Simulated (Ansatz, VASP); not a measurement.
## Two plane-wave programs on Rh12N

```xyz
13
Lattice="5.4166 0.0000 0.0000 0.0000 5.4166 0.0000 0.0000 0.0000 19.1737" Properties=species:S:1:pos:R:3 pbc="T T T"
Rh    1.3541    1.3541    4.0000
Rh    1.3541    4.0624    4.0000
Rh    4.0624    1.3541    4.0000
Rh    4.0624    4.0624    4.0000
Rh    0.0000    0.0000    5.8384
Rh    0.0000    2.7083    5.8384
Rh    2.7083    0.0000    5.8384
Rh    2.7083    2.7083    5.8384
Rh    1.3541    1.3541    7.6737
Rh    1.3541    4.0624    7.6737
Rh    4.0624    1.3541    7.6737
Rh    4.0624    4.0624    7.6737
N     2.2569    2.7083    8.6124
```

Alike in both runs: functional PBE; k mesh 5 × 5 × 1; occupations gaussian, width 0.1 eV; no spin polarisation.

Ansatz relaxed the structure, and its values are those at the end. VASP's run is a single point on that final structure, the one shown.

```csv
,VASP,Ansatz
version,VASP 6.6.1,Ansatz 0.2.0
potentials or method,"VASP PAW PBE potentials, release 64 (Rh_pv, N)","scalar-relativistic, plane waves, PAW"
plane-wave cutoff (eV),520,420
valence electrons in the cell,185,209
```

|  | VASP | Ansatz | Ansatz less VASP |
| --- | --- | --- | --- |
| gap on the k mesh at the Fermi level (eV) | none | none | - |
| rms of the force components (eV/Å) | 0.380 | 0.379 | -0.0003 |

A gap of «none» marks a metal or a gap that the smearing closes. With one functional, cell and mesh, what is left measures potentials, basis and numerics. The two sets of potentials don't hold the same shells in valence.
